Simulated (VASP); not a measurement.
```xyz
2
Lattice="0.0000 3.2313 3.2313 3.2313 0.0000 3.2313 3.2313 3.2313 0.0000" Properties=species:S:1:pos:R:3 pbc="T T T"
Na     3.2313     3.2313     6.4626
I      3.2313     3.2313     3.2313
```

Level of theory: vdW-DF-cx, VASP's PBE PAW potentials (set 64) (plane waves; VASP). Numerical set-up: 520 eV cut-off, Gaussian smearing of 0.050 eV, potentials Na_pv I.

Unless said otherwise, spin-orbit coupling is left out, though it shifts the bands of the heavy elements here.

### Question
Give the energies of bands 5 to 10 at the high-symmetry points, in eV from the valence-band maximum.

### Answer

```json
[
 {"band": "5", "Γ": "0.00", "X": "-1.93", "U": "-1.66", "L": "-2.19", "W": "-1.42"},
 {"band": "6", "Γ": "0.00", "X": "-0.75", "U": "-1.35", "L": "-0.29", "W": "-1.42"},
 {"band": "7", "Γ": "0.00", "X": "-0.75", "U": "-0.61", "L": "-0.29", "W": "-0.93"},
 {"band": "8", "Γ": "3.73", "X": "4.64", "U": "5.32", "L": "5.09", "W": "5.99"},
 {"band": "9", "Γ": "7.91", "X": "5.53", "U": "6.71", "L": "7.49", "W": "7.48"},
 {"band": "10", "Γ": "7.91", "X": "9.95", "U": "8.72", "L": "7.49", "W": "7.48"}
]
```

The gap is direct, 3.73 eV, from the valence maximum at Γ to the conduction minimum at Γ.

Measured: gap 5.90 eV (computed value off by -2.17 eV), as given by Abedi et al., (2022), arXiv:2211.14644.

The compound is NaI in the rock salt structure. It was relaxed first.
